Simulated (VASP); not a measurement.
Level of theory: revPBE GGA, VASP's PBE PAW potentials (set 64) (plane waves; VASP).

VASP ran on this input.

### POSCAR
```
Ni3Si
1
    3.4908492595     0.0000000000     0.0000000000
    0.0000000000     3.4908492595     0.0000000000
    0.0000000000     0.0000000000     3.4908492595
Si Ni
1 3
Direct
  0.0000000000   0.0000000000   0.0000000000
  0.0000000000   0.5000000000   0.5000000000
  0.5000000000   0.0000000000   0.5000000000
  0.5000000000   0.5000000000   0.0000000000
```

INCAR:
```
SYSTEM = Ni3Si
PREC = Accurate
ENCUT = 520
EDIFF = 1E-7
NELM = 100
ALGO = Normal
LREAL = .FALSE.
LASPH = .TRUE.
ISMEAR = 1
SIGMA = 0.1
GGA = RE
LMAXMIX = 4
LWAVE = .FALSE.
LCHARG = .FALSE.
ISIF = 2
```

**KPOINTS**
```
Automatic mesh
0
gamma
9 9 9
```

POTCAR, in this order: Si Ni (PBE.64 set). Program: vasp_std.

**Question.** Estimate the energy per atom (σ→0), pressure, band gap (on the k-mesh).

**Answer.** 
```yaml
energy per atom (σ→0): -5.535 eV/atom
band gap (on the k-mesh): none (metal, semimetal or under 0.01 eV)
pressure: 6.45 GPa
```

File OSZICAR:
```
...
DAV:   9    -0.221415699026E+02    0.16705E-01   -0.33201E-02  1982   0.266E+00    0.574E-01
DAV:  10    -0.221395926667E+02    0.19772E-02   -0.33687E-03  1954   0.455E-01    0.240E-01
DAV:  11    -0.221392664089E+02    0.32626E-03   -0.72867E-04  2246   0.335E-01    0.549E-02
DAV:  12    -0.221392509780E+02    0.15431E-04   -0.10888E-04  1666   0.128E-01    0.158E-02
DAV:  13    -0.221392497447E+02    0.12332E-05   -0.78201E-06  1727   0.193E-02    0.887E-03
DAV:  14    -0.221392489897E+02    0.75500E-06   -0.58730E-07  1700   0.856E-03    0.331E-03
DAV:  15    -0.221392489262E+02    0.63591E-07   -0.18969E-07  1019   0.625E-03
   1 F= -.22139249E+02 E0= -.22139319E+02  d E =0.208813E-03
```

The compound is Ni3Si in the L1_2 structure. This cell is one point of a volume scan, at 0.97 of the reference volume. The run is not spin-polarised, so no magnetic state was tried.
